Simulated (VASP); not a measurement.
BN:

```xyz
2
Lattice="0.0000 1.8130 1.8130 1.8130 0.0000 1.8130 1.8130 1.8130 0.0000" Properties=species:S:1:pos:R:3 pbc="T T T"
N     0.9065    0.9065    0.9065
B     0.0000    0.0000    0.0000
```

The cell is a database's computed one.

Base run:

```yaml
Program: VASP 6.6.1
Functional: LDA
Potentials_or_basis: VASP PAW LDA potentials, release 64 (N, B)
Cutoff: 520 eV
k_mesh: 12 × 12 × 12
Occupations: gaussian, width 0.02 eV
Spin: no spin polarisation
```

Its results: band gap on the k mesh 4.33 eV, indirect (least direct gap 8.64 eV).

Task: The run is repeated on the same cell with these changes: functional from LDA to PBE; potentials or basis from VASP PAW LDA potentials, release 64 (N, B) to VASP PAW PBE potentials, release 64 (N_GW, B_GW); cutoff from 520 eV to 450 eV. What comes out?

Result: Band gap on the k mesh 4.45 eV, indirect (least direct gap 8.78 eV).
